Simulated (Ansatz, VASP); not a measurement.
**WS2 (Tungstenite): VASP beside Ansatz**

One calculation is typed for both programs; each brings its own data sets. How far apart do they land? The cell is taken from a series of runs on this material, whose earlier steps may have relaxed, scaled, displaced or heated it; both programs get it as it stands.

Method: plane waves, with VASP 6.6.1 beside it; single point at PBE and single point at LDA, in Ansatz 0.2.0.

**1. The starting structure**

It takes space group P6_3/mmc (No. 194, hexagonal). Conventional cell: a = 3.143 Å, b = 3.143 Å, c = 11.950 Å, α = 90.00°, β = 90.00°, γ = 120.00°. Nearest to W lie 6 S at 2.40 Å. S has 3 W at 2.40 Å nearest. Farther neighbours and most contacts between anions are not listed.

**2. Ansatz: single point, PBE**

Ansatz runs on its default PAW (the set named soft_2) files.

A single point gives forces, pressure and levels at one fixed geometry, so differences don't come from the geometry; what else differs is listed under the comparison.

Input file input.yaml:

```yaml
crystal:
  lattice:
    - [3.1430410417, 0.0, 0.0]
    - [-1.5715205209, 2.7219533873, 0.0]
    - [0.0, 0.0, 11.9502324404]
  atoms:
    - { symbol: W, position: [0.3333333333, 0.6666666667, 0.25] }
    - { symbol: W, position: [0.6666666667, 0.3333333333, 0.75] }
    - { symbol: S, position: [0.3333333333, 0.6666666667, 0.6181409895] }
    - { symbol: S, position: [0.6666666667, 0.3333333333, 0.1181409895] }
    - { symbol: S, position: [0.3333333333, 0.6666666667, 0.8818590105] }
    - { symbol: S, position: [0.6666666667, 0.3333333333, 0.3818590105] }
kpoints:
  mp_grid: { grid: [12, 12, 2] }
  band_path:
    path:
      - [[0.0, 0.0, 0.0], [0.5, 0.0, 0.0], [0.33333333, 0.33333333, 0.0], [0.0, 0.0, 0.0], [0.0, 0.0, 0.5], [0.5, 0.0, 0.5], [0.33333333, 0.33333333, 0.5], [0.0, 0.0, 0.5]]
      - [[0.5, 0.0, 0.5], [0.5, 0.0, 0.0]]
      - [[0.33333333, 0.33333333, 0.5], [0.33333333, 0.33333333, 0.0]]
    npoints: 10
hamiltonian:
  xc: pbe
scf:
  occupations: { method: fermi_dirac, width: 0.02 }
  n_extra_bands: 6
output:
  eigenvalues: true
  forces: true
  stress: true
  write_density: true
  write_potential: true
  elf: true
  volumetric_format: npy
basis:
  ecutwfc: 550.0
```

Run with:

```sh
$ ansatz run input.yaml --threads 2 --pin off --max-ram 92160MiB --backend cuda --devices 1 --max-vram 13GiB --events-out ev --progress --plain --runs-dir out
```

Numbers of over 12 decimals in the logs are rounded to 6 here.

The program printed:

```text
scf.n_extra_bands = 6 over 26 filled bands (N_el = 52.0): the run solves 32 bands
GPUs: using 1 of 1 available (devices: 1).
Engine: ansatz 0.2.0, x86_64-unknown-linux-gnu
Pseudopotentials: kind: paw
Pseudopotential: W, paw, valence charge 14, recommended cutoff 420 eV (normal), W.paw.azcp
Pseudopotential: S, paw, valence charge 6, recommended cutoff 420 eV (normal), S.paw.azcp
Functional definition: PBE
  parameter kappa = 0.804
  parameter beta = 0.066725
  exchange = pbe_x(kappa = kappa, mu = beta*pi^2/3)
  correlation = pbe_c(beta = beta)
device memory: the entry about to start is reckoned to put 3.2 GiB on a device that reports 59.0 GiB free (of which the cap on the GPU budget leaves the run 13.0 GiB)
GPU FFT provider: cuFFT
GPU libraries: cuBLAS 13.8.2, cuFFT 12.4.0, cuSOLVER 12.3.4
Crystal: 6 atoms, lattice volume = 102.237 Å³
Basis set: ecut = 550 eV, 2949 PW (Γ), exchange–correlation on 50×50×192 points (8 copies of the dense FFT grid, shifted against one another)
Bands: 32, of which v1, the nominal top of the filled ones, is band 26 counted from 1 (25 counted from 0)
Symmetry: 24 space group operations
Space group: P63/mmc (ITA 194), of the structure as read, at distance tolerance 4.7e-5 Å
k-points: 38 of 288
Non-local potential: W, projectors of the file, l = 0: 3, l = 1: 2, l = 2: 2, l = 3: 1
Non-local potential: S, projectors of the file, l = 0: 2, l = 1: 2, l = 2: 2
PAW form: soft (Blöchl's): semilocal exchange-correlation on the pseudo side does not see the compensation charge
PAW one-centre angular grid: W, 590 points (default); XC on 64 Gauss nodes
PAW one-centre angular grid: S, 110 points (default); XC on 64 Gauss nodes
Initial density: superposition of atomic densities (neutral atoms: chi_scale 0, normalization atom), corrected by the library's trained network
Initial wavefunctions: pseudopotential atomic-orbital guess
GPU buffer pool allocated for 60000 grid points (all kernels)
GPU transforms: local potential and band sums: pruned to the plane-wave sphere, on 25×25×96
Functional: x = pbe(κ = 0.804, μ = 0.219515), c = pbe(β = 0.066725)
SCF iter   1: F=—  HF=-24382.627569 eV  |F-HF|=—  |Δ(HF+E_count)|=         —  Δρ=5.26e-3  dr2=9.74e-3  ethr=1.77e-3  ⟨swp⟩=7.1  Hψ=5972  notcnv=0
preconditioner: auto → Resta (q_TF=auto, 2.438 Å⁻¹)  ε∞=7.7  [insulator: Δε(μ)=0.799 eV  Ē_g=8.508 eV  σ=0.020 eV  W_gap=1.00  n_scr=26 (ndim 8)  ℏωp=22.0 eV  f_vac=0.007  D(μ)=0.00/eV (n_scr^D=0)  ε∞_Penn≈7.7]
SCF iter   2: F=—  HF=-24382.633207 eV  |F-HF|=—  |Δ(HF+E_count)|=   5.64e-3  Δρ=2.95e-3  dr2=2.85e-3  ethr=1.87e-5  ⟨swp⟩=2.0  Hψ=2168  notcnv=0  defer=19
SCF iter   3: F=—  HF=-24382.637808 eV  |F-HF|=—  |Δ(HF+E_count)|=   4.60e-3  Δρ=5.00e-4  dr2=2.40e-4  ethr=5.48e-6  ⟨swp⟩=2.0  Hψ=1964  notcnv=0  defer=19
SCF iter   4: F=—  HF=-24382.637893 eV  |F-HF|=—  |Δ(HF+E_count)|=   8.53e-5  Δρ=1.14e-4  dr2=3.02e-5  ethr=4.61e-7  ⟨swp⟩=2.0  Hψ=1758  notcnv=0  defer=19
SCF iter   5: F=—  HF=-24382.637871 eV  |F-HF|=—  |Δ(HF+E_count)|=   2.18e-5  Δρ=4.43e-5  dr2=2.14e-6  ethr=5.80e-8  ⟨swp⟩=2.0  Hψ=1620  notcnv=0  defer=19
SCF iter   6: F=—  HF=-24382.637872 eV  |F-HF|=—  |Δ(HF+E_count)|=   1.36e-6  Δρ=1.13e-5  dr2=1.55e-7  ethr=4.11e-9  ⟨swp⟩=2.0  Hψ=1845  notcnv=0  defer=19
SCF iter   7: F=-24382.637872 eV  HF=-24382.637872 eV  |F-HF|=4.47e-9  |Δ(HF+E_count)|=   9.81e-8  Δρ=1.68e-6  dr2=2.80e-9  ethr=1.92e-10  ⟨swp⟩=12.5  Hψ=10660  notcnv=0
SCF 1 converged in 7 iterations: F = -24382.637872 eV  dr2 = 2.80e-9
  greatest PAW one-centre occupation: 1.000 electrons in one spin orbital (limit 2), on the W atom at site 1 (counted from 0), in its partial waves of l = 0
device memory: the entry about to start is reckoned to put 1.4 GiB on a device that reports 64.8 GiB free (of which the cap on the GPU budget leaves the run 13.0 GiB)
NSCF: frozen V_eff on 93 k-points
SCF converged after 7 iterations
Free energy (F): -24382.637872 eV
Harris-Foulkes:  -24382.637872 eV  (|F-HF|=4.47e-9)
Internal energy: -24382.637872 eV  (E = F + TS)
E sigma→0 (E₀):  -24382.637872 eV
Fermi energy:    12.899945 eV
--- Per-component energies (eV) ---
  E_band       = -337.543506
  E_kinetic    = 1336.224781
  E_local      = -3229.244669  (includes V_loc(G=0)·N_el)
  E_nonlocal   = 114.887306
  E_hartree    = 1271.563748
  E_xc         = -925.873517
  E_vxc        = -832.217563  (∫ρ·V_xc dr)
  E_paw        = -19526.393986  (= ΣΔE_a)
  E_vpaw       = -270.321419  (= ΣTr[D̂ρ^β])
  E_aug_tail   = -0.000040  (compensation charges beyond the density's cutoff)
  E_ewald      = -3423.801497
  E_smearing   = -0.000000  (= −TS)
  E_closure    = -0.000000  (closes the sum)
  Σ components = -24382.637872   (vs F -24382.637872, Δ=0.00e0)
--- Forces (eV/Å), atoms counted from 1 ---
  atom   1  W     -0.00000000    -0.00000000     0.00000000
  atom   2  W      0.00000000     0.00000000     0.00000000
  atom   3  S     -0.00000000     0.00000000     0.01152354
  atom   4  S      0.00000000    -0.00000000     0.01152354
  atom   5  S     -0.00000000     0.00000000    -0.01152354
  atom   6  S      0.00000000    -0.00000000    -0.01152354
  max |Σ_I F_I| component: 9.25e-18 eV/Å
--- Stress (GPa, compression-positive) ---
        5.641142      -0.000000       0.000000
       -0.000000       5.641142       0.000000
        0.000000       0.000000       5.810019
  P = ⅓ Tr σ = 5.6974 GPa (56.974 kbar)
--- Band table (eV; the first three rows and the last of 38) ---
  k-point 0: bands = [... 22 lower, 10.2655, 11.1155, 11.1833, 12.5189, 14.7209, 14.7209, 14.7341, 14.7341, ... 2 higher]
  k-point 1: bands = [... 22 lower, 10.2225, 10.2225, 12.2147, 12.2147, 14.7122, 14.7122, 14.7122, 14.7122, ... 2 higher]
  k-point 2: bands = [... 22 lower, 10.2539, 11.1380, 11.2739, 12.2453, 14.5995, 14.6233, 14.6407, 14.7101, ... 2 higher]
  k-point 37: bands = [... 22 lower, 9.2605, 9.2605, 11.7457, 11.7457, 13.7672, 13.7672, 14.9318, 14.9318, ... 2 higher]
```

**3. VASP: single point, PBE**

The same cell, functional, mesh and smearing now go to VASP, with its own data sets.

Lines of VASP's logs that name or quote its potential files are left out, and so is its time.

Input file INCAR:

```
SYSTEM = WS2
PREC = Accurate
ENCUT = 600
EDIFF = 1E-06
NELM = 120
ISMEAR = -1
SIGMA = 0.02
LREAL = .FALSE.
ALGO = Normal
GGA = PE
NBANDS = 24
LASPH = .TRUE.
LORBIT = 11
LWAVE = .FALSE.
LCHARG = .FALSE.
ISIF = 2
GGA_COMPAT = .FALSE.
EFERMI = MIDGAP
KPAR = 2
```

Input file POSCAR:

```
WS2
1.0
    3.1430410417      0.0000000000      0.0000000000
   -1.5715205209      2.7219533873      0.0000000000
    0.0000000000      0.0000000000     11.9502324404
W S
2 4
Direct
    0.3333333334      0.6666666668      0.2500000000
    0.6666666668      0.3333333334      0.7500000000
    0.3333333334      0.6666666668      0.6181409895
    0.6666666668      0.3333333334      0.1181409895
    0.3333333334      0.6666666668      0.8818590105
    0.6666666668      0.3333333334      0.3818590105
```

Input file KPOINTS:

```
Automatic mesh
0
Gamma
12 12 2
0 0 0
```

Potentials, in the order of the species: W and S (PBE family, release 64).

Run with:

```sh
$ mpirun -np 2 vasp_std
```

The program printed:

```text
[banner, memory and clock lines left out]
running    2 mpi-ranks, on    1 nodes
 distrk:  each k-point on    1 cores,    2 groups
 distr:  one band on    1 cores,    1 groups

 POSCAR found type information on POSCAR W S
 POSCAR found :  2 types and       6 ions
 LDA part: xc-table for (Slater+PW92), standard interpolation
 POSCAR, INCAR and KPOINTS ok, starting setup
 FFT: planning ... GRIDC
 FFT: planning ... GRID_SOFT
 FFT: planning ... GRID
 WAVECAR not read
 entering main loop
       N       E                     dE             d eps       ncg     rms          rms(c)
DAV:   1     0.209043553351E+03    0.20904E+03   -0.17819E+04  1824   0.150E+03
DAV:   2    -0.317378288393E+02   -0.24078E+03   -0.23068E+03  2392   0.309E+02
DAV:   3    -0.495876897340E+02   -0.17850E+02   -0.17699E+02  2488   0.776E+01
DAV:   4    -0.499902731852E+02   -0.40258E+00   -0.40150E+00  2352   0.131E+01
DAV:   5    -0.500028155701E+02   -0.12542E-01   -0.12530E-01  2528   0.207E+00    0.402E+01
DAV:   6    -0.476458255865E+02    0.23570E+01   -0.10724E+01  2696   0.165E+01    0.184E+01
DAV:   7    -0.473648372328E+02    0.28099E+00   -0.35489E+00  2464   0.108E+01    0.910E+00
DAV:   8    -0.472313280078E+02    0.13351E+00   -0.48772E-01  2552   0.453E+00    0.135E+00
DAV:   9    -0.472271118968E+02    0.42161E-02   -0.66686E-02  2496   0.144E+00    0.585E-01
DAV:  10    -0.472253614510E+02    0.17504E-02   -0.16080E-02  2616   0.730E-01    0.325E-01
DAV:  11    -0.472253203262E+02    0.41125E-04   -0.16540E-03  2520   0.248E-01    0.107E-01
DAV:  12    -0.472253403535E+02   -0.20027E-04   -0.35635E-04  2512   0.120E-01    0.531E-02
DAV:  13    -0.472253465654E+02   -0.62119E-05   -0.21155E-05  2520   0.279E-02    0.133E-02
DAV:  14    -0.472253462777E+02    0.28767E-06   -0.24866E-06  2000   0.878E-03
   1 F= -.47225346E+02 E0= -.47225346E+02  d E =-.228825E-10
```

Parts of OUTCAR (step 3):

```text
ion  position               nearest neighbor table
   1  0.333  0.667  0.250-   4 2.40   6 2.40   4 2.40   6 2.40   4 2.40   6 2.40
   2  0.667  0.333  0.750-   3 2.40   5 2.40   3 2.40   5 2.40   3 2.40   5 2.40
   3  0.333  0.667  0.618-   2 2.40   2 2.40   2 2.40
   4  0.667  0.333  0.118-   1 2.40   1 2.40   1 2.40
   5  0.333  0.667  0.882-   2 2.40   2 2.40   2 2.40
   6  0.667  0.333  0.382-   1 2.40   1 2.40   1 2.40

  LATTYP: Found a hexagonal cell.
 ALAT       =     3.1430410417
 C/A-ratio  =     3.8021242109

 Subroutine GETGRP returns: Found 24 space group operations
 (whereof 12 operations were pure point group operations)

The static configuration has the point symmetry D_3d.
 The point group associated with its full space group is D_6h.

 Found     38 irreducible k-points:

   k-points           NKPTS =     38   k-points in BZ     NKDIM =     38   number of bands    NBANDS=     24

   dimension x,y,z NGX =    28 NGY =   28 NGZ =   96
   dimension x,y,z NGXF=    56 NGYF=   56 NGZF=  192

   ENCUT  =  600.0 eV  44.10 Ry    6.64 a.u.   6.28  6.28 23.87*2*pi/ulx,y,z

   NELECT =      36.0000    total number of electrons

 k-points in reciprocal lattice and weights: Automatic mesh
   0.00000000  0.00000000  0.00000000       0.003
   0.08333333  0.00000000  0.00000000       0.021
   0.16666667  0.00000000  0.00000000       0.021
   0.25000000  0.00000000  0.00000000       0.021
   0.33333333  0.00000000  0.00000000       0.021
   0.41666667  0.00000000  0.00000000       0.021
   0.50000000  0.00000000  0.00000000       0.010
   0.08333333  0.08333333  0.00000000       0.021
   0.16666667  0.08333333  0.00000000       0.042
[...]
0.33333333  0.25000000  0.50000000       0.042
   0.33333333  0.33333333  0.50000000       0.007

 average (electrostatic) potential at core
       1 -39.4309       2 -39.4309       3 -85.2723       4 -85.2723       5 -85.2723
       6 -85.2723

 E-fermi :   7.3408

 k-point     1 :       0.0000    0.0000    0.0000
  band No.  band energies     occupation
    ...
     14       4.7137      2.00000
     15       4.7137      2.00000
     16       5.5449      2.00000
     17       5.6266      2.00000
     18       6.9280      2.00000
     19       9.1588      0.00000
     20       9.1590      0.00000
     21       9.1745      0.00000
     22       9.1750      0.00000
     23       9.1937      0.00000
    ...

 k-point     2 :       0.0833    0.0000    0.0000
  band No.  band energies     occupation
    ...
     14       4.5281      2.00000
     15       4.7003      2.00000
     16       5.5667      2.00000
     17       5.7120      2.00000
     18       6.6582      2.00000
     19       9.0369      0.00000
     20       9.0610      0.00000
     21       9.0827      0.00000
     22       9.1546      0.00000
     23       9.1633      0.00000
    ...

 k-point     3 :       0.1667    0.0000    0.0000
  band No.  band energies     occupation
    ...
     14       4.0953      2.00000
     15       4.5338      2.00000
     16       5.5010      2.00000
     17       5.5426      2.00000
     18       5.9711      2.00000
     19       8.4419      0.00000
     20       8.7927      0.00000
     21       9.0359      0.00000
     22       9.1437      0.00000
     23       9.1549      0.00000
    ...

  Total        3.1670881      3.1670881      3.3558033     -0.0000000      0.0000000     -0.0000000
  in kB       49.6322123     49.6322123     52.5896153     -0.0000000      0.0000000     -0.0000000
  external PRESSURE =      50.6180133 kB  Pullay stress =       0.0000000 kB

  energy-cutoff  :      600.00
  volume of cell :      102.24
      direct lattice vectors                 reciprocal lattice vectors
     3.143041042  0.000000000  0.000000000     0.318163201  0.183691610  0.000000000
    -1.571520521  2.721953387  0.000000000     0.000000000  0.367383220  0.000000000
     0.000000000  0.000000000 11.950232440     0.000000000  0.000000000  0.083680381

 POSITION                                       TOTAL-FORCE (eV/Angst)
 -----------------------------------------------------------------------------------
     -0.00000      1.81464      2.98756        -0.000000      0.000000      0.000000
      1.57152      0.90732      8.96267        -0.000000      0.000000      0.000000
     -0.00000      1.81464      7.38693        -0.000000      0.000000      0.064015
      1.57152      0.90732      1.41181         0.000000      0.000000      0.064015
     -0.00000      1.81464     10.53842         0.000000     -0.000000     -0.064015
      1.57152      0.90732      4.56330         0.000000      0.000000     -0.064015
 -----------------------------------------------------------------------------------
    total drift:                               -0.000000     -0.000000      0.000000

  FREE ENERGIE OF THE ION-ELECTRON SYSTEM (eV)
  ---------------------------------------------------
  free  energy   TOTEN  =       -47.2253462777 eV

  energy  without entropy=      -47.2253462777  energy(sigma->0) =      -47.22534628

 total charge
# of ion       s       p       d       tot
------------------------------------------
    1        0.571   0.726   4.273   5.570
    2        0.571   0.726   4.273   5.570
    3        1.362   2.364   0.000   3.726
    4        1.362   2.364   0.000   3.726
    5        1.362   2.364   0.000   3.726
    6        1.362   2.364   0.000   3.726
--------------------------------------------------
tot          6.590  10.909   8.546  26.045

[... 3 further parts left out ...]
```

The run ends at a pressure of 5.06 GPa, with forces up to 0.064 eV/Å.

**4. Comparison**

Known differences besides the potentials themselves: the data sets hold 52 valence electrons in Ansatz (on its default PAW (the set named soft_2) files) and 36 in VASP; the cutoff is 550 eV in Ansatz and 600 eV in VASP. Total energies have different zeros and are not compared.

Compared:

| quantity | Ansatz | VASP | difference |
| --- | --- | --- | --- |
| pressure (GPa) | 5.70 | 5.06 | +0.64 |
| gap on the k mesh (eV) | 0.798 | 0.826 | -0.028 |

Forces (eV/Å; atoms numbered as in POSCAR):

| atom | Ansatz x, y, z | VASP x, y, z |
| --- | --- | --- |
| W1 | 0.000, 0.000, 0.000 | 0.000, 0.000, 0.000 |
| W2 | 0.000, 0.000, 0.000 | 0.000, 0.000, 0.000 |
| S3 | 0.000, 0.000, 0.012 | 0.000, 0.000, 0.064 |
| S4 | 0.000, 0.000, 0.012 | 0.000, 0.000, 0.064 |
| S5 | 0.000, 0.000, -0.012 | 0.000, 0.000, -0.064 |
| S6 | 0.000, 0.000, -0.012 | 0.000, 0.000, -0.064 |

The forces differ by 25 meV/Å r.m.s., where the r.m.s. force is 0.005 eV/Å in Ansatz and 0.030 eV/Å in VASP: the atoms lie near their places of rest in Ansatz, so a percentage would say little (all taken over all components). A gap on the mesh is an upper bound, since the band edges may lie between its points; neither run holds spin-orbit coupling, which can move the band edges of a compound of W.

**5. Other set-ups**

Further runs change the set-up of one program: Ansatz's method, potentials or start, or VASP's data sets, cutoff or form of LDA. The table gives Ansatz less VASP for each quantity, since a change that brings one quantity closer may part another.

| run | r.m.s. force difference (meV/Å) | pressure (GPa) | gap on the k mesh (eV) |
| --- | --- | --- | --- |
| as above | 25 | 0.64 | -0.028 |
| VASP with the data sets W_sv and S and a cutoff of 500 eV | 1.5 | 0.035 | -0.018 |

(Continued in part 2 of 2.)

[Lines on the potential files, build, host, timing and source positions are cut from VASP's logs without a mark.]

[Logs are printed without paths, hosts, clocks, repeated set-up lines and the standing remarks that a program may print on its own settings, such as how far it seeks lower states.]

[Hosts, paths, dates, database ids (printed as entryN), source tags and the programs' standing remarks are cut or masked in the printed files.]
